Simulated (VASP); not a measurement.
VASP input:

File POSCAR:
```
Sn
1.0
 -2.9355917763   2.9355917763   1.5985420851
  2.9355917763  -2.9355917763   1.5985420851
  2.9355917763   2.9355917763  -1.5985420851
Sn
2
Cart
  2.9355917763   0.0000000000   0.7992710426
  0.0000000000   0.0000000000   0.0000000000
```

### INCAR
```
SYSTEM  =  Sn
PREC  =  Accurate; ENCUT  =  520; LREAL  =  .FALSE.
LASPH  =  .TRUE.
EDIFF  =  1E-7; NELM  =  100; ALGO  =  Normal
LMAXMIX  =  4
ISMEAR  =  1; SIGMA  =  0.1
GGA  =  91
IBRION  =  2; NSW  =  30; ISIF  =  4
EDIFFG  =  -0.01
LWAVE  =  .FALSE.; LCHARG  =  .FALSE.
```

KPOINTS:
```
Automatic mesh
0
Gamma
13 13 13
0 0 0
```

POTCAR, in this order: Sn_d (PBE.64 set). Program: vasp_std.

**Question.** Write an equivalent input for Quantum ESPRESSO's pw.x.

**Answer.** One equivalent input (not run):
```
&CONTROL
  calculation = 'vc-relax'
  pseudo_dir = './pseudo'
  outdir = './out'
  tprnfor = .true.
  tstress = .true.
  nstep = 30
  forc_conv_thr = 0.00039
/
&SYSTEM
  ibrav = 0
  nat = 2
  ntyp = 1
  ecutwfc = 72
  occupations = 'smearing'
  smearing = 'methfessel-paxton'
  degauss = 0.00735
  input_dft = 'pw91'
/
&ELECTRONS
  conv_thr = 7.3e-09
  electron_maxstep = 100
/
&IONS
/
&CELL
  cell_dofree = 'shape'
/
ATOMIC_SPECIES
  Sn 118.710 Sn.upf
CELL_PARAMETERS angstrom
    -2.9355918    2.9355918    1.5985421
     2.9355918   -2.9355918    1.5985421
     2.9355918    2.9355918   -1.5985421
ATOMIC_POSITIONS crystal
  Sn   0.2500000  0.7500000  0.5000000
  Sn   0.0000000  0.0000000  0.0000000
K_POINTS automatic
  13 13 13 0 0 0
```
Limits of the translation: the potentials are each code's own (VASP's PAW set, PseudoDojo norm-conserving files in pw.x), so ENCUT and ecutwfc are chosen apart and not converted; conv_thr bounds pw.x's estimated SCF error, while EDIFF bounds the energy change between steps; forc_conv_thr acts on force components and is met together with etot_conv_thr.

The compound is Sn in the beta structure. This cell is one point of a volume scan, at 0.97 of the reference volume. Symmetry was kept, so distortions that lower it aren't found.
